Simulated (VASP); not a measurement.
```yaml
crystal:
  lattice:
    - [0.00000, 1.96057, 1.96057]
    - [1.96057, 0.00000, 1.96057]
    - [1.96057, 1.96057, 0.00000]
  atoms:
    - { symbol: Ir, position: [0.00000, 0.00000, 0.00000] }
```

All values below come from revPBE GGA, VASP's PBE PAW potentials (set 64) (plane waves; VASP). Numerical set-up: 520 eV cut-off, 16×16×16 Γ-centred mesh, first-order Methfessel-Paxton smearing of 0.10 eV, potentials Ir.

Q: Give the stress tensor in GPa (positive for a compressed cell).

A: 
```
-8.93   0.00   0.00
 0.00  -8.93   0.00
 0.00   0.00  -8.93
```
The pressure is its mean diagonal, -8.93 GPa.

The compound is Ir in the fcc structure. This cell is one point of a volume scan, at 1.03 of the reference volume.
